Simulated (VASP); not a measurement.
# The low-index faces of Cu, part 2 of 2

Aim: compare the low-index faces of Cu at one level of theory.

VASP 6.6.1; PBE; plane waves and PAW (Cu).

So far. Step 5 (Vacuum level and density of states, 7 atoms, face …): The vacuum level lies 4.76 eV above the Fermi level at the upper face; both faces agree, as the slab has next to no dipole. Step 6 (Relaxing the slab, 7 atoms, face Cu(100)): The run ended after 7 ionic steps, 0.008 eV below its first step, once the forces on the free atoms met EDIFFG = -0.03.

**7. Vacuum level and density of states, 7 atoms, face Cu(100) (continued)**

Valence density in the ca plane at fractional y = 0.000, with atoms of Cu within 0.2 Å of it. It is the smooth field of the valence electrons, not physical close to the nuclei.

Values in e/Å³, 5 rows by 16 columns, each cell a mean:
```
 7  0  0  4  4  0  0  6  1  0  2  6  0  0  0  0
 1  0  0  0  1  0  0  1  0  0  0  1  0  0  0  0
 0  0  0  0  0  0  0  0  0  0  0  0  0  0  0  0
 2  0  0  1  1  0  0  2  0  0  1  2  0  0  0  0
10  1  0  5  6  0  0 10  2  0  3  8  0  0  0  0
```
Columns run along c (16.0 Å, from fractional 0.28 to 0.90 of the cell), rows up along a (2.6 Å). Atoms in or near the plane, at fractional coordinates: Cu at (0.29, 0.00), Cu at (0.43, 0.00), Cu at (0.57, 0.00), Cu at (0.71, 0.00).

The map of layer states is cut here 0.5 eV above the Fermi level, so it leaves out the states above that.

The vacuum level lies 4.46 eV above the Fermi level at the upper face; both faces agree, as the slab has next to no dipole.

The program found no field-free point at its default tolerance, and its printed vacuum level lies off the flat part of the planar average, by -0.02 eV at the upper face; the levels here are read from the flat part.

On this mesh the fine structure of the density of states is sampling noise, and high empty states may be cut by the number of bands.

**8. Relaxing the slab, 9 atoms, face Cu(110)**

System of this step: Cu(110). The cell holds 9 atoms: 9 Cu. Its edges and angles: a = 3.628 Å, b = 2.566 Å, c = 25.263 Å, α = 90.0°, β = 90.0°, γ = 90.0°. It derives from Cu. 9 layers of fcc Cu, cut at this functional's lattice. Vacuum lies along c.

INCAR reads:

```
SYSTEM = Cu
PREC = Normal
ENCUT = 330
EDIFF = 1E-05
NELM = 120
ISMEAR = 1
SIGMA = 0.15
LREAL = .FALSE.
ALGO = Fast
GGA = PE
NBANDS = 61
LASPH = .TRUE.
LORBIT = 11
LWAVE = .FALSE.
LCHARG = .FALSE.
KPAR = 4
IBRION = 2
NSW = 40
ISIF = 2
EDIFFG = -0.03
POTIM = 0.4
MAXMIX = 40
```

POSCAR reads:

```
Cu
1.0
    3.6283421304      0.0000000000      0.0000000000
    0.0000000000      2.5656253249      0.0000000000
    0.0000000000      0.0000000000     25.2625012995
Cu
9
Direct
    0.0000000000      0.0000000000      0.2968827200
    0.5000000000      0.5000000000      0.3476620400
    0.0000000000      0.0000000000      0.3984413600
    0.5000000000      0.5000000000      0.4492206800
    0.0000000000      0.0000000000      0.5000000000
    0.5000000000      0.5000000000      0.5507793200
    0.0000000000      0.0000000000      0.6015586400
    0.5000000000      0.5000000000      0.6523379600
    0.0000000000      0.0000000000      0.7031172800
```

KPOINTS reads:

```
Automatic mesh
0
Gamma
8 12 1
0 0 0
```

The projector-augmented-wave data sets are Cu (PBE family, release 64).

The run is started by

```
$ mpirun -np 4 vasp_std
```

Run time: 3.3 min. Hardware: 4 MPI ranks of AMD EPYC 7R43, shared host; peak memory 1 GiB; 13 min of CPU time.

The run keeps the 8 symmetry operations of its start, so it cannot find a distortion of lower symmetry.

Step by step:

```tsv
step	energy less that of the first step (eV)	largest force (eV/Å)
1	0.0000	0.3803
2	-0.0175	0.3130
3	-0.0425	0.0751
4	-0.0427	0.0894
5	-0.0427	0.0819
6	-0.0439	0.0345
7	-0.0443	0.0223
```

The atoms that moved most (Å):

```tsv
atom	dx	dy	dz	length
Cu1	0.000	0.000	0.069	0.069
Cu9	0.000	0.000	-0.069	0.069
Cu2	0.000	0.000	-0.055	0.055
Cu8	0.000	0.000	0.055	0.055
```

Final coordinates:

```xyz
9
Lattice="3.6283 0.0000 0.0000 0.0000 2.5656 0.0000 0.0000 0.0000 25.2625" Properties=species:S:1:pos:R:3
Cu    0.0000    0.0000    7.5692
Cu    1.8142    1.2828    8.7283
Cu    0.0000    0.0000   10.0672
Cu    1.8142    1.2828   11.3463
Cu    0.0000    0.0000   12.6313
Cu    1.8142    1.2828   13.9162
Cu    0.0000    0.0000   15.1953
Cu    1.8142    1.2828   16.5342
Cu    0.0000    0.0000   17.6933
```

The run ended after 7 ionic steps, 0.044 eV below its first step, once the forces on the free atoms met EDIFFG = -0.03.

**9. Potential and states of the slab, 9 atoms, face Cu(110)**

INCAR reads:

```
SYSTEM = Cu
PREC = Normal
ENCUT = 330
EDIFF = 1E-06
NELM = 120
ISMEAR = 1
SIGMA = 0.15
LREAL = .FALSE.
ALGO = Fast
GGA = PE
NBANDS = 61
LASPH = .TRUE.
LORBIT = 11
LWAVE = .FALSE.
LCHARG = .TRUE.
KPAR = 4
IDIPOL = 3
LDIPOL = .TRUE.
DIPOL = 0.5 0.5 0.5
LVHAR = .TRUE.
LVACPOTAV = .TRUE.
NEDOS = 1500
```

POSCAR reads:

```
Cu
1.0
    3.6283421304      0.0000000000      0.0000000000
    0.0000000000      2.5656253249      0.0000000000
    0.0000000000      0.0000000000     25.2625012995
Cu
9
Direct
    0.0000000000      0.0000000000      0.2996206633
    0.5000000000      0.5000000000      0.3455036505
    0.0000000000      0.0000000000      0.3985055551
    0.5000000000      0.5000000000      0.4491375482
    0.0000000000      0.0000000000      0.5000000000
    0.5000000000      0.5000000000      0.5508624518
    0.0000000000      0.0000000000      0.6014944449
    0.5000000000      0.5000000000      0.6544963495
    0.0000000000      0.0000000000      0.7003793367
```

KPOINTS is that of step 8.

The run is started by

```
$ mpirun -np 4 vasp_std
```

It took 76 s on 4 MPI ranks; peak memory 0.94 GiB.

The map of layer states is cut here 0.5 eV above the Fermi level, so it leaves out the states above that.

The vacuum level lies 4.37 eV above the Fermi level at the upper face; both faces agree, as the slab has next to no dipole.

The program found no field-free point at its default tolerance, but its printed level agrees with the flat part of the planar average.

On this mesh the fine structure of the density of states is sampling noise, and high empty states may be cut by the number of bands.

**10. The faces side by side**

This step: surfaces of a metal, PBE; plane waves and PAW (VASP 6.6.1).

Derived from the runs above.

Symmetric slabs, all atoms free. All faces:

```tsv
face	layers	area a surface atom (Å²)	work function (eV)	surface energy as cut (J/m²)	surface energy relaxed (J/m²)	change of the top spacing (%)
Cu(111)	7	5.701	4.759	1.274	1.273	-0.38
Cu(100)	7	6.582	4.464	1.472	1.462	-2.3
Cu(110)	9	9.309	4.369	1.56	1.522	-9.64
```

Each surface energy is the slab's energy less its number of atoms times the bulk energy of -3.7360 eV, over twice the cell's area.

**11. Results**

```json
{"Cu(111)": "1.27 J/m², 4.76 eV", "Cu(100)": "1.46 J/m², 4.46 eV", "Cu(110)": "1.52 J/m², 4.37 eV"}
```

What this shows: The cheapest face is Cu(111) at 1.27 J/m², against 1.46 for Cu(100) and 1.52 for Cu(110). The work functions are 4.76 eV for Cu(111), 4.46 eV for Cu(100) and 4.37 eV for Cu(110). The densest face has the highest work function, as the smoothing of the electron density over an open face lowers the surface dipole. The densest face is also the cheapest, since it cuts the fewest bonds an area. The top spacing changes by -0.4 % on Cu(111), -2.3 % on Cu(100) and -9.6 % on Cu(110), the most on the most open face. On Cu(111) the relaxation gained under 0.002 J/m², so it stands almost as cut. One thickness was run for each face, and bulk and slab meshes don't match, which leaves some hundredths of a J/m². The cells are 1 × 1 and can't reconstruct.

[Lines on the potential files, build, host, timing and source positions are cut from VASP's logs without a mark.]

[Logs are printed without paths, hosts, clocks, repeated set-up lines and the standing remarks that a program may print on its own settings, such as how far it seeks lower states.]

[Hosts, paths, dates, database ids (printed as entryN), source tags and the programs' standing remarks are cut or masked in the printed files.]

[Runs that stopped without an error message from VASP are left out.]
